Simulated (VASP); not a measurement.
Consider the following.

```xyz
6
Lattice="6.8028 0.0000 0.0000 0.0000 6.8028 0.0000 0.0000 0.0000 4.3741" Properties=species:S:1:pos:R:3 pbc="T T T"
Ca     0.0000     0.0000     0.0000
Ca     3.4014     3.4014     2.1871
Br     5.4572     1.3456     2.1871
Br     1.3456     5.4572     2.1871
Br     2.0558     2.0558     0.0000
Br     4.7470     4.7470     0.0000
```

These are r2SCAN meta-GGA, VASP's PBE PAW potentials (set 64) (plane waves; VASP) values and carry that method's errors. Run with 400 eV cut-off, 4×4×6 Γ-centred mesh, tetrahedra with Blöchl corrections, potentials Ca_sv Br.

The cores are frozen, which limits the accuracy of field gradients.

Task: Give the principal components of the electric field gradient (V/Å²) and the asymmetry η at each nucleus.

Result: 
```tsv
atom	Vxx	Vyy	Vzz	η
Ca1	4.0	2.3	-6.3	0.27
Ca2	4.0	2.3	-6.3	0.27
Br3	76.0	28.6	-104.6	0.45
Br4	76.0	28.6	-104.6	0.45
Br5	76.0	28.6	-104.6	0.45
Br6	76.0	28.6	-104.6	0.45
```

The structure comes from a computed database's CaBr2 entry (P4_2/mnm); how it stands against other phases isn't given here. It was relaxed first.
